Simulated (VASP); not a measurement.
Output of a VASP run:

OUTCAR:
```
 ion  position               nearest neighbor table
   1  0.000  0.000  0.000-   4 2.54   4 2.54   4 2.54   3 2.54   3 2.54   3 2.54
   2  0.500  0.500  0.500-   3 2.54   3 2.54   3 2.54   4 2.54   4 2.54   4 2.54
   3  0.250  0.250  0.250-   1 2.54   1 2.54   1 2.54   2 2.54   2 2.54   2 2.54
   4  0.750  0.750  0.750-   2 2.54   2 2.54   2 2.54   1 2.54   1 2.54   1 2.54
  LATTYP: Found a trigonal (rhomboedric) cell.
 ALAT       =     6.2086729443
 COS(alpha) =     0.8316971719
 Subroutine PRICEL returns following result:
  LATTYP: Found a trigonal (rhomboedric) cell.
 ALAT       =     3.5889750126
 COS(alpha) =     0.4963276496
 Subroutine GETGRP returns: Found 12 space group operations
The static configuration has the point symmetry D_3d.
The dynamic configuration has the point symmetry D_3d.
The overall configuration has the point symmetry D_3d.
 Subroutine INISYM returns: Found 12 space group operations
 Subroutine IBZKPT returns following result:
 Found     44 irreducible k-points:

 Following reciprocal coordinates:
            Coordinates               Weight
  0.000000  0.000000  0.000000      1.000000
  0.142857 -0.000000 -0.000000      6.000000
  0.285714 -0.000000 -0.000000      6.000000
  0.428571 -0.000000 -0.000000      6.000000
  0.142857  0.142857 -0.000000      6.000000
  0.285714  0.142857 -0.000000     12.000000
  0.428571  0.142857  0.000000     12.000000
 -0.428571  0.142857  0.000000     12.000000
 -0.285714  0.142857 -0.000000     12.000000
 -0.142857  0.142857  0.000000      6.000000
  0.285714  0.285714 -0.000000      6.000000
  0.428571  0.285714 -0.000000     12.000000
 -0.428571  0.285714  0.000000     12.000000
 -0.285714  0.285714  0.000000      6.000000
  0.428571  0.428571 -0.000000      6.000000
 -0.428571  0.428571  0.000000      6.000000
  0.142857  0.142857  0.142857      2.000000
  0.285714  0.142857  0.142857      6.000000
  0.428571  0.142857  0.142857      6.000000
 -0.428571  0.142857  0.142857      6.000000
 -0.285714  0.142857  0.142857      6.000000
 -0.142857  0.142857  0.142857      6.000000
  0.285714  0.285714  0.142857      6.000000
  0.428571  0.285714  0.142857     12.000000
 -0.428571  0.285714  0.142857     12.000000
 -0.285714  0.285714  0.142857     12.000000
 -0.142857  0.285714  0.142857     12.000000
  0.428571  0.428571  0.142857      6.000000
 -0.428571  0.428571  0.142857     12.000000
 -0.285714  0.428571  0.142857     12.000000
 -0.142857  0.428571  0.142857     12.000000
 -0.428571 -0.428571  0.142857      6.000000
 -0.285714 -0.428571  0.142857     12.000000
 -0.285714 -0.285714  0.142857      6.000000
  0.285714  0.285714  0.285714      2.000000
  0.428571  0.285714  0.285714      6.000000
 -0.428571  0.285714  0.285714      6.000000
 -0.285714  0.285714  0.285714      6.000000
  0.428571  0.428571  0.285714      6.000000
 -0.428571  0.428571  0.285714     12.000000
   k-points           NKPTS =     44   k-points in BZ     NKDIM =     44   number of bands    NBANDS=     23
   number of dos      NEDOS =    301   number of ions     NIONS =      4
   total plane-waves  NPLWV = 110592
   dimension x,y,z NGX =    48 NGY =   48 NGZ =   48
   dimension x,y,z NGXF=    96 NGYF=   96 NGZF=   96
   ions per type =               2   2
   PREC   = accura    normal or accurate (medium, high low for compatibility)
   ISTART =      0    job   : 0-new  1-cont  2-samecut
   ICHARG =      2    charge: 1-file 2-atom 10-const
   ISPIN  =      2    spin polarized calculation?
   LNONCOLLINEAR =      F non collinear calculations
   LSORBIT =      F    spin-orbit coupling
   INIWAV =      1    electr: 0-lowe 1-rand  2-diag
   ENCUT  =  520.0 eV  38.22 Ry    6.18 a.u.  11.54 11.54 11.54*2*pi/ulx,y,z
   NELM   =    100;   NELMIN=  2; NELMDL= -5     # of ELM steps
   EDIFF  = 0.1E-06   stopping-criterion for ELM
   LREAL  =      F    real-space projection
   NLSPLINE    = F    spline interpolate recip. space projectors
...
```

### OSZICAR
```
       N       E                     dE             d eps       ncg     rms          rms(c)
DAV:   1     0.391044900213E+03    0.39104E+03   -0.21556E+04  4256   0.181E+03
DAV:   2     0.134198835921E+02   -0.37763E+03   -0.37237E+03  4076   0.488E+02
DAV:   3    -0.210058975203E+02   -0.34426E+02   -0.33887E+02  5809   0.135E+02
DAV:   4    -0.221426816185E+02   -0.11368E+01   -0.11307E+01  4671   0.229E+01
DAV:   5    -0.221695221200E+02   -0.26841E-01   -0.26836E-01  5103   0.403E+00    0.166E+01
DAV:   6    -0.201284149589E+02    0.20411E+01   -0.27019E+01  5322   0.484E+01    0.152E+01
DAV:   7    -0.200152739959E+02    0.11314E+00   -0.28027E+00  4969   0.200E+01    0.864E+00
DAV:   8    -0.200333053687E+02   -0.18031E-01   -0.30189E-01  5252   0.469E+00    0.421E+00
DAV:   9    -0.200216798031E+02    0.11626E-01   -0.61559E-02  5424   0.235E+00    0.353E-01
DAV:  10    -0.200235734948E+02   -0.18937E-02   -0.10240E-02  4987   0.658E-01    0.187E-01
DAV:  11    -0.200236484573E+02   -0.74963E-04   -0.92213E-04  4766   0.220E-01    0.116E-01
DAV:  12    -0.200237143957E+02   -0.65938E-04   -0.24092E-04  4983   0.963E-02    0.878E-02
DAV:  13    -0.200237432029E+02   -0.28807E-04   -0.12041E-05  4503   0.296E-02    0.491E-02
DAV:  14    -0.200237689694E+02   -0.25767E-04   -0.10653E-05  4433   0.250E-02    0.104E-02
DAV:  15    -0.200237670828E+02    0.18866E-05   -0.50485E-07  4604   0.666E-03    0.354E-03
DAV:  16    -0.200237670290E+02    0.53825E-07   -0.58224E-08  2836   0.197E-03
   1 F= -.20023767E+02 E0= -.20023767E+02  d E =-.200238E+02  mag=    -0.0000
```

File OUTCAR:
```
------------------------ aborting loop because EDIFF is reached ----------------------------------------
  FORCE on cell =-STRESS in cart. coord.  units (eV):
  Direction    XX          YY          ZZ          XY          YZ          ZX
  --------------------------------------------------------------------------------------
  Total        0.0040661      0.0040661      0.0040661     -0.0395135     -0.0395135     -0.0395135
  in kB        0.0991020      0.0991020      0.0991020     -0.9630542     -0.9630542     -0.9630542
  external PRESSURE =       0.0991020 kB  Pullay stress =       0.0000000 kB
  volume of cell :       65.74
      direct lattice vectors                 reciprocal lattice vectors
     5.075560056  2.528468889  2.528468889     0.294633925 -0.097970789 -0.097970789
     2.528468889  5.075560056  2.528468889    -0.097970789  0.294633925 -0.097970789
     2.528468889  2.528468889  5.075560056    -0.097970789 -0.097970789  0.294633925
 POSITION                                       TOTAL-FORCE (eV/Angst)
 -----------------------------------------------------------------------------------
      0.00000      0.00000      0.00000        -0.000000     -0.000000     -0.000000
      5.06625      5.06625      5.06625        -0.000000     -0.000000     -0.000000
      2.53312      2.53312      2.53312         0.000000      0.000000      0.000000
      7.59937      7.59937      7.59937        -0.000000      0.000000      0.000000
 -----------------------------------------------------------------------------------
    total drift:                                0.000000     -0.000000     -0.000000
  FREE ENERGIE OF THE ION-ELECTRON SYSTEM (eV)
  ---------------------------------------------------
  free  energy   TOTEN  =       -20.0237670290 eV

  energy  without entropy=      -20.0237670290  energy(sigma->0) =      -20.02376703

 total charge

# of ion       s       p       d       tot
------------------------------------------
    1        0.227   6.183   4.999  11.409
    2        0.227   6.183   4.999  11.409
    3        1.329   2.421   0.000   3.750
    4        1.329   2.421   0.000   3.750
--------------------------------------------------
tot          3.112  17.209   9.998  30.320

 magnetization (x)

# of ion       s       p       d       tot
------------------------------------------
    1        0.013   0.013   4.042   4.067
    2       -0.013  -0.013  -4.042  -4.067
    3        0.000   0.000   0.000   0.000
    4        0.000   0.000   0.000   0.000
--------------------------------------------------
tot          0.000   0.000   0.000   0.000

 reached required accuracy - stopping structural energy minimisation
```
(Selected blocks of OUTCAR.)

### POSCAR
```
MnS
1
    5.0755600565     2.5284688887     2.5284688887
    2.5284688887     5.0755600565     2.5284688887
    2.5284688887     2.5284688887     5.0755600565
Mn S
2 2
Direct
  0.0000000000   0.0000000000   0.0000000000
  0.5000000000   0.5000000000   0.5000000000
  0.2500000000   0.2500000000   0.2500000000
  0.7500000000   0.7500000000   0.7500000000
```

Write an INCAR and KPOINTS that could have produced this output.

This is not unique; one that fits is the input of the run itself, rev-vdW-DF2, plane waves, VASP's PBE PAW potentials (set 64).

File KPOINTS:
```
Regular mesh
0
G
  7 7 7
0 0 0
```

**INCAR**
```
SYSTEM=MnS
PREC=Accurate; ENCUT=520; LREAL=.FALSE.
LASPH=.TRUE.
EDIFF=1E-7; NELM=100; ALGO=Normal
LMAXMIX=4
ISMEAR=0; SIGMA=0.05
GGA=MK; LUSE_VDW=.TRUE.; AGGAC=0.0
PARAM1=0.1234568; PARAM2=0.7114; ZAB_VDW=-1.8867
MAGMOM=4.1 -4.1 0.0 0.0
ISPIN=2
IBRION=2; NSW=30; ISIF=4
EDIFFG=-0.01
LWAVE=.FALSE.; LCHARG=.FALSE.; LORBIT=10
```

POTCAR, in this order: Mn_pv S (PBE.64 set). Program: vasp_std.

The compound is MnS in the rock salt, AFM-II order structure. It was relaxed first, which changed the volume by -8 %.
